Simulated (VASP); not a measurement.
VASP input:

INCAR:
```
SYSTEM = BeMg3Te4
PREC = Accurate
ENCUT = 400
EDIFF = 1E-6
NELM = 100
ALGO = Normal
LREAL = .FALSE.
LASPH = .TRUE.
ISMEAR = 0
SIGMA = 0.05
GGA = PS
LMAXMIX = 4
LWAVE = .FALSE.
LCHARG = .FALSE.
IBRION = 2
ISIF = 3
NSW = 60
EDIFFG = -0.02
```

File POSCAR:
```
BeMg3Te4
1
    6.2294434775    -0.0000000000    -0.0000000000
   -0.0000000000     6.2294434775     0.0000000000
    0.0000000000    -0.0000000000     6.2294434775
Mg Te Be
3 4 1
Direct
  0.0000000000   0.0000000000   0.0000000000
  0.5000000000   0.5000000000   0.0000000000
  0.5000000000   0.0000000000   0.5000000000
  0.2292780985   0.2707219015   0.2707219015
  0.7707219015   0.7292780985   0.2707219015
  0.7707219015   0.2707219015   0.7292780985
  0.2292780985   0.7292780985   0.7292780985
  0.0000000000   0.5000000000   0.5000000000
```

KPOINTS:
```
Automatic mesh
0
Gamma
4 4 4
0 0 0
```

POTCAR, in this order: Mg Te Be (PBE.64 set). Program: vasp_std.

Q: Write an equivalent input for Quantum ESPRESSO's pw.x.

A: One equivalent input (not run):
```
&CONTROL
  calculation = 'vc-relax'
  pseudo_dir = './pseudo'
  outdir = './out'
  tprnfor = .true.
  tstress = .true.
  nstep = 60
  forc_conv_thr = 0.00078
/
&SYSTEM
  ibrav = 0
  nat = 8
  ntyp = 3
  ecutwfc = 88
  occupations = 'smearing'
  smearing = 'gaussian'
  degauss = 0.003675
  input_dft = 'pbesol'
/
&ELECTRONS
  conv_thr = 7.3e-08
  electron_maxstep = 100
/
&IONS
/
&CELL
/
ATOMIC_SPECIES
  Mg 24.305 Mg.upf
  Te 127.600 Te.upf
  Be 9.012 Be.upf
CELL_PARAMETERS angstrom
     6.2294435   -0.0000000   -0.0000000
    -0.0000000    6.2294435    0.0000000
     0.0000000   -0.0000000    6.2294435
ATOMIC_POSITIONS crystal
  Mg   0.0000000  0.0000000  0.0000000
  Mg   0.5000000  0.5000000  0.0000000
  Mg   0.5000000  0.0000000  0.5000000
  Te   0.2292781  0.2707219  0.2707219
  Te   0.7707219  0.7292781  0.2707219
  Te   0.7707219  0.2707219  0.7292781
  Te   0.2292781  0.7292781  0.7292781
  Be   0.0000000  0.5000000  0.5000000
K_POINTS automatic
  4 4 4 0 0 0
```
What does not carry over: the potentials are each code's own (VASP's PAW set, PseudoDojo norm-conserving files in pw.x), so ENCUT and ecutwfc are chosen apart and not converted; conv_thr bounds pw.x's estimated SCF error, while EDIFF bounds the energy change between steps; forc_conv_thr acts on force components and is met together with etot_conv_thr.

The structure was generated: BeMg3Te4 was put into an ordered model structure (P-43m), which need not be its known phase. It was relaxed first. The start is the result of an earlier pass.
